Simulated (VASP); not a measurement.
Write the native input for VASP 6.6.1 that does the following.

```yaml
Task: single point
Functional: PBE
Potentials_or_basis: VASP PAW PBE potentials, release 64 (Sr_sv, Rb_sv)
Cutoff: 520 eV
k_mesh: 6 × 6 × 6
Occupations: fermi-dirac, width 0.05 eV
Spin: no spin polarisation
Further_INCAR_settings: ALGO = Normal; EDIFF = 1e-07; NBANDS = 26
```

The structure of Rb3Sr lies in POSCAR:

```
Rb3Sr
1.0
   -3.4117710000      3.4117710000      6.9324600000
    3.4117710000     -3.4117710000      6.9324600000
    3.4117710000      3.4117710000     -6.9324600000
Sr Rb
1 3
Direct
    0.0042460000      0.0041300000      0.0073340000
    0.4967860000      0.4913260000     -0.0091390000
    0.2603630000      0.7496880000      0.5088580000
    0.7544540000      0.2559210000      0.5115430000
```

The cell comes from a database or a generator and needn't be the stable form of this composition.

The cell isn't the ideal one: atoms moved at random, drawn with an rms of 0.05 Å.

The input as run:

INCAR

```
PREC = Accurate
ENCUT = 520
EDIFF = 1E-7
ISMEAR = -1
SIGMA = 0.05
LREAL = F
LASPH = T
NELM = 60
ALGO = Normal
ISIF = 2
LWAVE = F
LCHARG = T
GGA = PE
LELF = T
LVHAR = T
NBANDS = 26
```

KPOINTS

```
Automatic mesh
0
Gamma
  6 6 6
```

Potentials or basis: VASP PAW PBE potentials, release 64 (Sr_sv, Rb_sv).

Launch:

```sh
$ cat potpaw_PBE.64/Sr_sv/POTCAR potpaw_PBE.64/Rb_sv/POTCAR > POTCAR
$ mpirun -np 1 vasp_std > vasp.out
```

Results of the run:

The pressure is 0.0 GPa. The largest force is 0.047 eV/Å. The band gap on the k mesh is none (metal or under the smearing width).

Run time: 13 min on 1 thread of Intel(R) Xeon(R) Platinum 8488C (Sapphire Rapids) (shared host), peak memory 1.2 GiB.
